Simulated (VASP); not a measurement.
An input for Ansatz (written as the equivalent of a VASP run, and not itself run):

Ansatz 0.2 input:
```yaml
crystal:
  lattice:
    - [2.3256000, -4.0280580, 0.0000000]
    - [2.3256000, 4.0280580, 0.0000000]
    - [0.0000000, 0.0000000, 7.1196000]
  atoms:
    - { symbol: Pb, position: [0.0000000, 0.0000000, 0.0000000] }
    - { symbol: I, position: [0.3333330, 0.6666670, 0.2680000] }
    - { symbol: I, position: [0.6666670, 0.3333330, 0.7320000] }
kpoints:
  mp_grid: { grid: [5, 5, 3] }
hamiltonian:
  xc: pbe
  pseudopotentials: { kind: paw }
scf:
  occupations: { method: gaussian, width: 0.05 }
  max_iter: 100
output: { forces: true, stress: true, eigenvalues: true }
```

Question: Translate this input to VASP (INCAR, KPOINTS, POSCAR, choice of POTCAR).

Answer: Several could match; the one computed here: 
**POSCAR**
```
PbI2
1.0
  2.3256000000  -4.0280580000   0.0000000000
  2.3256000000   4.0280580000   0.0000000000
  0.0000000000   0.0000000000   7.1196000000
Pb I
1 2
Cartesian
  0.0000000000   0.0000000000   0.0000000000
  2.3256000000   1.3426886854   1.9080528000
  2.3256000000  -1.3426886854   5.2115472000
```

**INCAR**
```
ALGO = Normal
EDIFF = 1E-6
ENCUT = 400
GGA = PE
ISIF = 2
ISMEAR = 0
LASPH = T
LCHARG = F
LMAXMIX = 4
LREAL = F
LWAVE = F
NBANDS = 22
NELM = 100
PREC = Accurate
SIGMA = 0.05
SYSTEM = PbI2
```

File KPOINTS:
```
Automatic mesh
0
Gamma
5 5 3
0 0 0
```

POTCAR, in this order: Pb_d I (PBE.64 set). Program: vasp_std.

What does not carry over: each code has its own PAW files, so the cut-off isn't converted (ENCUT is set for VASP's; basis.ecutwfc is left out, and Ansatz then takes the one that its files recommend); Ansatz stops its SCF on the density residual and VASP on the energy change (EDIFF); the number of bands isn't carried over, since the valence differs with the files.

The compound is PbI2 in the 1T layered structure. The cell was not relaxed at this level. The run is one of a series of settings (NBANDS = 22 against the base run), some of them coarse on purpose.
